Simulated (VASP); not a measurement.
Output of a VASP run:

File OUTCAR:
```
 ion  position               nearest neighbor table
   1  0.333  0.667  0.887-   6 2.69   6 2.69   6 2.69   3 3.59   3 3.59   3 3.59   4 3.64
   2  0.667  0.333  0.387-   5 2.69   5 2.69   5 2.69   4 3.59   4 3.59   4 3.59   3 3.64
   3  0.667  0.333  0.113-   5 2.69   5 2.69   5 2.69   1 3.59   1 3.59   1 3.59   2 3.64
   4  0.333  0.667  0.613-   6 2.69   6 2.69   6 2.69   2 3.59   2 3.59   2 3.59   1 3.64
   5  0.333  0.667  0.250-   2 2.69   3 2.69   2 2.69   3 2.69   2 2.69   3 2.69
   6  0.667  0.333  0.750-   1 2.69   4 2.69   1 2.69   4 2.69   1 2.69   4 2.69
  LATTYP: Found a hexagonal cell.
 ALAT       =     3.4244733644
 C/A-ratio  =     3.8734028063
 Subroutine PRICEL returns:
 Original cell was already a primitive cell.
 Subroutine GETGRP returns: Found 24 space group operations
The static configuration has the point symmetry D_3d.
 The point group associated with its full space group is D_6h.
The dynamic configuration has the point symmetry D_3d.
 Subroutine INISYM returns: Found 24 space group operations
 Subroutine IBZKPT returns following result:
 Found     20 irreducible k-points:

 Following reciprocal coordinates:
            Coordinates               Weight
  0.000000  0.000000  0.000000      1.000000
  0.125000  0.000000  0.000000      6.000000
  0.250000  0.000000  0.000000      6.000000
  0.375000  0.000000  0.000000      6.000000
  0.500000  0.000000  0.000000      3.000000
  0.125000  0.125000  0.000000      6.000000
  0.250000  0.125000  0.000000     12.000000
  0.375000  0.125000  0.000000     12.000000
  0.250000  0.250000  0.000000      6.000000
  0.375000  0.250000  0.000000      6.000000
  0.000000  0.000000  0.500000      1.000000
  0.125000  0.000000  0.500000      6.000000
  0.250000  0.000000  0.500000      6.000000
  0.375000  0.000000  0.500000      6.000000
  0.500000  0.000000  0.500000      3.000000
  0.125000  0.125000  0.500000      6.000000
  0.250000  0.125000  0.500000     12.000000
  0.375000  0.125000  0.500000     12.000000
  0.250000  0.250000  0.500000      6.000000
  0.375000  0.250000  0.500000      6.000000
   k-points           NKPTS =     20   k-points in BZ     NKDIM =     20   number of bands    NBANDS=     31
   number of dos      NEDOS =    301   number of ions     NIONS =      6
   total plane-waves  NPLWV =  76832
   dimension x,y,z NGX =    28 NGY =   28 NGZ =   98
   dimension x,y,z NGXF=    56 NGYF=   56 NGZF=  196
   ions per type =               4   2
   PREC   = accura    normal or accurate (medium, high low for compatibility)
   ISTART =      0    job   : 0-new  1-cont  2-samecut
   ICHARG =      2    charge: 1-file 2-atom 10-const
   ISPIN  =      1    spin polarized calculation?
   LNONCOLLINEAR =      F non collinear calculations
   LSORBIT =      F    spin-orbit coupling
   INIWAV =      1    electr: 0-lowe 1-rand  2-diag
   ENCUT  =  500.0 eV  36.75 Ry    6.06 a.u.   6.24  6.24 24.18*2*pi/ulx,y,z
   NELM   =    100;   NELMIN=  2; NELMDL= -5     # of ELM steps
   EDIFF  = 0.1E-05   stopping-criterion for ELM
   LREAL  =      F    real-space projection
   NLSPLINE    = F    spline interpolate recip. space projectors
   LMAXMIX     =    4 max onsite mixed and CHGCAR
   VOSKOWN=      0    Vosko Wilk Nusair interpolation
   EDIFFG = -.2E-01   stopping-criterion for IOM
   NSW    =     40    number of steps for IOM
   NBLOCK =      1;   KBLOCK =     40    inner block; outer block
   IBRION =      2    ionic relax: 0-MD 1-quasi-New 2-CG
   NFREE  =      1    steps in history (QN), initial steepest desc. (CG)
   ISIF   =      3    stress and relaxation
   ISYM   =      2    0-nonsym 1-usesym 2-fastsym
   TEIN   =    0.0    initial temperature
   TEBEG  =    0.0;   TEEND  =   0.0 temperature during run
   SMASS  =  -3.00    Nose mass-parameter (am)
   PSTRESS=  100.0 pullay stress
   NELECT =      52.0000    total number of electrons
   EFERMI =   0.00;   METHOD = LEGACY
   ISMEAR =     0;   SIGMA  =   0.05  broadening in eV -4-tet -1-fermi 0-gaus
   IALGO  =     38    algorithm
   LDIAG  =      T    sub-space diagonalisation (order eigenvalues)
   IMIX   =      4    mixing-type and parameters
     AMIX     =   0.40;   BMIX     =  1.00
...
```

OSZICAR:
```
...
DAV:   2    -0.388970746049E+02    0.21357E-01   -0.32720E-01  1523   0.283E+00    0.125E+00
DAV:   3    -0.388856560649E+02    0.11419E-01   -0.56197E-02  1404   0.988E-01    0.281E-01
DAV:   4    -0.388842924280E+02    0.13636E-02   -0.82840E-03  1513   0.433E-01    0.252E-01
DAV:   5    -0.388840163423E+02    0.27609E-03   -0.16403E-03  1562   0.211E-01    0.274E-01
DAV:   6    -0.388840265511E+02   -0.10209E-04   -0.23972E-04  1551   0.672E-02    0.698E-02
DAV:   7    -0.388840205787E+02    0.59724E-05   -0.58854E-05  1590   0.379E-02    0.375E-02
DAV:   8    -0.388840193253E+02    0.12534E-05   -0.38024E-06  1197   0.103E-02    0.164E-02
DAV:   9    -0.388840187460E+02    0.57936E-06   -0.58120E-07   704   0.367E-03
   6 F= -.30921256E+02 E0= -.30921256E+02  d E =-.755767E-02
       N       E                     dE             d eps       ncg     rms          rms(c)
DAV:   1    -0.388733581877E+02    0.10661E-01   -0.59478E-01  1248   0.502E+00    0.989E-01
DAV:   2    -0.388642262719E+02    0.91319E-02   -0.14132E-01  1523   0.187E+00    0.818E-01
DAV:   3    -0.388592942726E+02    0.49320E-02   -0.24213E-02  1419   0.649E-01    0.184E-01
DAV:   4    -0.388587135967E+02    0.58068E-03   -0.35432E-03  1506   0.284E-01    0.165E-01
DAV:   5    -0.388585941428E+02    0.11945E-03   -0.70479E-04  1570   0.138E-01    0.181E-01
DAV:   6    -0.388585998396E+02   -0.56968E-05   -0.99216E-05  1565   0.434E-02    0.432E-02
DAV:   7    -0.388585974303E+02    0.24092E-05   -0.23632E-05  1590   0.240E-02    0.241E-02
DAV:   8    -0.388585966945E+02    0.73587E-06   -0.13957E-06   816   0.650E-03
   7 F= -.30922439E+02 E0= -.30922430E+02  d E =-.873995E-02
       N       E                     dE             d eps       ncg     rms          rms(c)
DAV:   1    -0.389760354540E+02   -0.11744E+00   -0.15374E+00  1268   0.905E+00    0.245E+00
DAV:   2    -0.389445279715E+02    0.31507E-01   -0.33351E-01  1370   0.333E+00    0.626E-01
DAV:   3    -0.389335598428E+02    0.10968E-01   -0.14388E-01  1431   0.147E+00    0.101E+00
DAV:   4    -0.389305555836E+02    0.30043E-02   -0.10252E-02  1444   0.517E-01    0.291E-01
DAV:   5    -0.389295165960E+02    0.10390E-02   -0.84369E-03  1477   0.504E-01    0.165E-01
DAV:   6    -0.389294135378E+02    0.10306E-03   -0.72614E-04  1484   0.136E-01    0.788E-02
DAV:   7    -0.389293950170E+02    0.18521E-04   -0.12478E-04  1420   0.674E-02    0.254E-02
DAV:   8    -0.389293931361E+02    0.18809E-05   -0.56513E-06  1294   0.143E-02    0.183E-02
DAV:   9    -0.389293924211E+02    0.71501E-06   -0.26454E-06   939   0.722E-03
   8 F= -.30918286E+02 E0= -.30918203E+02  d E =0.415280E-02
       N       E                     dE             d eps       ncg     rms          rms(c)
DAV:   1    -0.389044022491E+02    0.24991E-01   -0.76247E-01  1268   0.636E+00    0.179E+00
DAV:   2    -0.388882537514E+02    0.16148E-01   -0.15381E-01  1362   0.229E+00    0.422E-01
DAV:   3    -0.388834290198E+02    0.48247E-02   -0.64954E-02  1431   0.986E-01    0.682E-01
DAV:   4    -0.388819955733E+02    0.14334E-02   -0.49142E-03  1436   0.357E-01    0.198E-01
DAV:   5    -0.388815359603E+02    0.45961E-03   -0.40980E-03  1478   0.351E-01    0.131E-01
DAV:   6    -0.388814928565E+02    0.43104E-04   -0.53292E-04  1439   0.109E-01    0.596E-02
DAV:   7    -0.388814898508E+02    0.30056E-05   -0.79495E-05  1467   0.527E-02    0.133E-02
DAV:   8    -0.388814899405E+02   -0.89622E-07   -0.26666E-06  1082   0.973E-03
   9 F= -.30923325E+02 E0= -.30923307E+02  d E =-.886531E-03
```

File OUTCAR:
```
------------------------ aborting loop because EDIFF is reached ----------------------------------------
  FORCE on cell =-STRESS in cart. coord.  units (eV):
  Direction    XX          YY          ZZ          XY          YZ          ZX
  --------------------------------------------------------------------------------------
  Total        8.0214148      8.0214093      7.9734738      0.0000000      0.0000000     -0.0000000
  in kB      100.7947819    100.7947136    100.1923690      0.0000000      0.0000000     -0.0000000
  external PRESSURE =       0.5939548 kB  Pullay stress =     100.0000000 kB
  volume of cell :      127.50
      direct lattice vectors                 reciprocal lattice vectors
     1.683471159 -2.915856593 -0.000000000     0.297005385 -0.171476197  0.000000000
     1.683471159  2.915856593  0.000000000     0.297005385  0.171476197  0.000000000
    -0.000000000 -0.000000000 12.987383647    -0.000000000 -0.000000000  0.076997802
 POSITION                                       TOTAL-FORCE (eV/Angst)
 -----------------------------------------------------------------------------------
      1.68347      0.97195     11.56659        -0.000000      0.000000     -0.018567
      1.68347     -0.97195      5.07289        -0.000000      0.000000     -0.018567
      1.68347     -0.97195      1.42080        -0.000000      0.000000      0.018567
      1.68347      0.97195      7.91449        -0.000000      0.000000      0.018567
      1.68347      0.97195      3.24685         0.000000     -0.000000      0.000000
      1.68347     -0.97195      9.74054         0.000000      0.000000      0.000000
 -----------------------------------------------------------------------------------
    total drift:                               -0.000203      0.001535     -0.000026
  FREE ENERGIE OF THE ION-ELECTRON SYSTEM (eV)
  ---------------------------------------------------
  free  energy   TOTEN  =       -38.8814899405 eV

  energy  without entropy=      -38.8814526574  energy(sigma->0) =      -38.88147130
  enthalpy is  TOTEN    =       -30.9233252159 eV   P V=        7.9581647245

 reached required accuracy - stopping structural energy minimisation
```
(Selected blocks of OUTCAR.)

**POSCAR**
```
MoTe2
1
    1.7122369543    -2.9656807710     0.0000000000
    1.7122369543     2.9656807710     0.0000000000
    0.0000000000     0.0000000000    13.2643647396
Te Mo
4 2
Direct
  0.3333330000   0.6666670000   0.8870564314
  0.6666670000   0.3333330000   0.3870564314
  0.6666670000   0.3333330000   0.1129435686
  0.3333330000   0.6666670000   0.6129435686
  0.3333330000   0.6666670000   0.2500000000
  0.6666670000   0.3333330000   0.7500000000
```

Task: Reconstruct the remaining input files.

Result: This is not unique; one that fits is the input of the run itself, PBEsol GGA, plane waves, VASP's PBE PAW potentials (set 64).

### KPOINTS
```
Automatic mesh
0
Gamma
8 8 2
0 0 0
```

INCAR:
```
SYSTEM = MoTe2
PREC = Accurate
ENCUT = 500
EDIFF = 1E-6
NELM = 100
ALGO = Normal
LREAL = .FALSE.
LASPH = .TRUE.
ISMEAR = 0
SIGMA = 0.05
GGA = PS
LMAXMIX = 4
LWAVE = .FALSE.
LCHARG = .FALSE.
IBRION = 2
ISIF = 3
NSW = 40
EDIFFG = -0.02
PSTRESS = 100
```

POTCAR, in this order: Te Mo_sv (PBE.64 set). Program: vasp_std.

Energy and stress use the plane-wave basis of the starting cell. Without a dispersion term in the relaxation, distances and binding between the weakly bound layers, chains or molecules are unreliable, and so is what depends on them.

The compound is MoTe2 in the 2H layered structure. This run relaxes it under an external pressure of 10 GPa. Symmetry was kept, so distortions that lower it aren't found.
